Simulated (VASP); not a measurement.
A cell of MoSi2 (MoSi2 type) near equilibrium:

```
CELL_PARAMETERS angstrom
     -1.60138     1.60138     3.90792
      1.60138    -1.60138     3.90792
      1.60138     1.60138    -3.90792
ATOMIC_POSITIONS crystal
  Si 0.66471 0.66471 0.00000
  Si 0.33529 0.33529 0.00000
  Mo 0.00000 0.00000 0.00000
```

Calculation: r2SCAN meta-GGA, VASP's PBE PAW potentials (set 64) (plane waves; VASP 6.6.1).

| run | ΔE (meV/atom) | σxx | σyy | σzz | largest shear component, with its sign (GPa) | largest force (eV/Å) |
|---|---|---|---|---|---|---|
| as it is | 0.0 | 0.28 | 0.28 | 0.47 | 0.00 | 0.004 |
| after one change | 23.1 | 0.91 | 0.91 | 2.12 | 0.00 | 1.392 |
Stress is in GPa, positive when the cell is compressed.

Question: Which change was made?
A) atom 3 (Mo) moved by 0.100 Å along y
B) atom 1 (Si) moved by 0.050 Å along z
C) isotropic strain of -4.0 %
D) atom 3 (Mo) moved by 0.100 Å along z

Answer: D, atom 3 (Mo) moved by 0.100 Å along z

The compound is MoSi2 in the MoSi2 type structure.
